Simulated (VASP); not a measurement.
Wanted: the native input for a VASP 6.6.1 run.

| Property | Result |
| --- | --- |
| Task | single point |
| Functional | PBEsol |
| Potentials or basis | VASP PAW PBE potentials, release 64 (Ga_d, Pt) |
| Cutoff | 520 eV |
| k mesh | 5 × 5 × 1 |
| Occupations | methfessel-paxton, width 0.1 eV |
| Spin | no spin polarisation |
| Dipole correction | yes |
| Electric field (eV/Å) | 0.05 |
| Further INCAR settings | ALGO = Normal; EDIFF = 1e-06; NBANDS = 45; EFIELD = -0.05 |

The structure of Ga2Pt lies in POSCAR:

```
Ga2Pt
1.0
    4.1797080000      0.0000000000      0.0000000000
    2.0898540000      3.6197333084      0.0000000000
    0.0000000000      0.0000000000     21.9722552597
Ga Pt
4 2
Direct
    0.3333333333      0.3333333333      0.4029253810
    1.0000000000      0.0000000000      0.4805850762
    0.6666666667      0.6666666667      0.5582447714
    0.3333333333      0.3333333333      0.6359044665
    0.0000000000      0.0000000000      0.3640955335
    0.3333333333      0.3333333333      0.5194149238
```

These files were run (other wordings do the same):

INCAR

```
SYSTEM = Ga2Pt
ALGO = Normal
DIPOL = 0.5 0.5 0.494
EDIFF = 1E-6
EFIELD = -0.05
ENCUT = 520
GGA = PS
IDIPOL = 3
ISIF = 2
ISMEAR = 1
LASPH = .TRUE.
LCHARG = .FALSE.
LDIPOL = .TRUE.
LREAL = .FALSE.
LWAVE = .FALSE.
NBANDS = 45
NELM = 100
PREC = Accurate
SIGMA = 0.1
```

KPOINTS

```
k-points
0
G
  5 5 1
  0 0 0
```

Potentials or basis: VASP PAW PBE potentials, release 64 (Ga_d, Pt).

The run is started by

```console
$ cat potpaw_PBE.64/Ga_d/POTCAR potpaw_PBE.64/Pt/POTCAR > POTCAR
$ mpirun -np 1 vasp_std > vasp.out
```

It gave:

The largest force is 1.470 eV/Å. The band gap on the k mesh is none (metal or under the smearing width).

Caveat: the PAW data sets were made with another functional, which shifts forces and pressure a little.

It took 110 s on 1 thread of AMD EPYC 9R14 (Zen 4) (shared host), peak memory 0.39 GiB.
